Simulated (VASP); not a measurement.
Input:

```
Be3As2
1.0
    3.67834     0.00000     0.00000
   -1.83917     3.18554     0.00000
    0.00000     0.00000     5.73142
As Be
2 3
Direct
  0.33333   0.66667   0.24670
  0.66667   0.33333   0.75330
  0.00000   0.00000   0.00000
  0.33333   0.66667   0.64700
  0.66667   0.33333   0.35300
```

These are PBE GGA, VASP's PBE PAW potentials (set 64) (plane waves; VASP 6.6.1) values and carry that method's errors. Run with 300 eV cut-off, 8×8×5 Γ-centred mesh, Fermi-Dirac smearing of 0.10 eV, potentials As Be.

At this cut-off the stress carries a Pulay error, which pulls relaxed volumes low.

Question: Which forces act on the atoms, in eV/Å?

Answer: 
| atom | Fx | Fy | Fz |
|---|---|---|---|
| As1 | 0.000 | 0.000 | -0.667 |
| As2 | 0.000 | 0.000 | 0.667 |
| Be3 | 0.000 | 0.000 | 0.000 |
| Be4 | 0.000 | 0.000 | -0.530 |
| Be5 | 0.000 | 0.000 | 0.530 |

Question: Give the stress tensor in GPa (positive for a compressed cell).

Answer: 
```
2.77  0.00  0.00
0.00  2.77  0.00
0.00  0.00  8.75
```
The pressure is its mean diagonal, 4.76 GPa.

The structure was generated: Be3As2 was put into an ordered model structure, which need not be its known phase. The cell was not relaxed at this level.
